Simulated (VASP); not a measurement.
```xyz
2
Lattice="3.3229 0.0000 0.0000 0.0000 3.3229 0.0000 0.0000 0.0000 3.3229" Properties=species:S:1:pos:R:3 pbc="T T T"
Mg     1.6615     1.6615     1.6615
Al     0.0000     0.0000     0.0000
```

Level of theory: LDA (Ceperley-Alder, Perdew-Zunger), VASP's LDA PAW potentials (set 64) (plane waves; VASP). Settings: 400 eV cut-off, 10×10×10 Γ-centred mesh, first-order Methfessel-Paxton smearing of 0.10 eV, potentials Mg Al.

Task: Estimate the energy per atom (σ→0), band gap (on the k-mesh) with the smallest direct gap where there is one.

Result: 
| Item | Result |
|---|---|
| band gap (on the k-mesh) | none (metal, semimetal or under 0.01 eV) |
| energy per atom (σ→0) | -2.945 eV/atom |

The absolute energy has meaning only against runs of the same code, potentials and settings.

The structure comes from a computed database's MgAl entry (Pm-3m); how it stands against other phases isn't given here. It was relaxed first. The start is the result of an earlier pass. The electron count is odd and the run is not spin-polarised, which forces a metal.
